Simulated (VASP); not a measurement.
An input for Ansatz (written as the equivalent of a VASP run, and not itself run):

Ansatz 0.2 input:
```yaml
crystal:
  lattice:
    - [3.1311900, 1.8077930, 7.2030330]
    - [-3.1311900, 1.8077930, 7.2030330]
    - [0.0000000, -3.6155870, 7.2030330]
  atoms:
    - { symbol: K, position: [0.5000000, 0.5000000, 0.5000000] }
    - { symbol: K, position: [0.9201270, 0.9201270, 0.9201270] }
    - { symbol: K, position: [0.0798730, 0.0798730, 0.0798730] }
    - { symbol: Sb, position: [0.2418500, 0.2418500, 0.2418500] }
    - { symbol: Sb, position: [0.7581500, 0.7581500, 0.7581500] }
    - { symbol: Au, position: [0.5000000, 0.0000000, 0.5000000] }
    - { symbol: Au, position: [0.5000000, 0.5000000, 0.0000000] }
    - { symbol: Au, position: [0.0000000, 0.5000000, 0.5000000] }
kpoints:
  mp_grid: { grid: [3, 3, 3] }
hamiltonian:
  xc: lda
  pseudopotentials: { kind: paw }
scf:
  occupations: { method: fermi_dirac, width: 0.05 }
  max_iter: 100
output: { forces: true, stress: true, eigenvalues: true }
```

Question: Translate this input to VASP (INCAR, KPOINTS, POSCAR, choice of POTCAR).

Answer: Several could match; the one computed here: 
### KPOINTS
```
Automatic mesh
0
Gamma
 3 3 3
```

**INCAR**
```
ENCUT = 300
NELM = 100   # most electronic steps
PREC = Accurate
ISMEAR = -1
LREAL = F
LASPH = T   # aspherical one-centre terms
ISIF = 2   # forces and stress, cell fixed
SIGMA = 0.05   # width (eV)
EDIFF = 1E-6   # SCF stop (eV)
ALGO = Normal   # blocked Davidson
LMAXMIX = 6   # l cut-off of mixed one-centre charges
LWAVE = F
SYSTEM = K3Sb2Au3
LCHARG = F
```

### POSCAR
```
K3Sb2Au3
1
    3.1311900000     1.8077930000     7.2030330000
   -3.1311900000     1.8077930000     7.2030330000
    0.0000000000    -3.6155870000     7.2030330000
K Sb Au
3 2 3
Direct
  0.5000000000   0.5000000000   0.5000000000
  0.9201270000   0.9201270000   0.9201270000
  0.0798730000   0.0798730000   0.0798730000
  0.2418500000   0.2418500000   0.2418500000
  0.7581500000   0.7581500000   0.7581500000
  0.5000000000   0.0000000000   0.5000000000
  0.5000000000   0.5000000000   0.0000000000
  0.0000000000   0.5000000000   0.5000000000
```

POTCAR, in this order: K_sv Sb Au (LDA.64 set). Program: vasp_std.

What does not carry over: each code has its own PAW files, so the cut-off isn't converted (ENCUT is set for VASP's; basis.ecutwfc is left out, and Ansatz then takes the one that its files recommend); Ansatz stops its SCF on the density residual and VASP on the energy change (EDIFF); Ansatz's lda is the Perdew-Wang form, while the LDA potentials of VASP carry Perdew-Zunger's.

The structure comes from a computed database's K3Sb2Au3 entry (R-3m); how it stands against other phases isn't given here. The cell was not relaxed at this level.
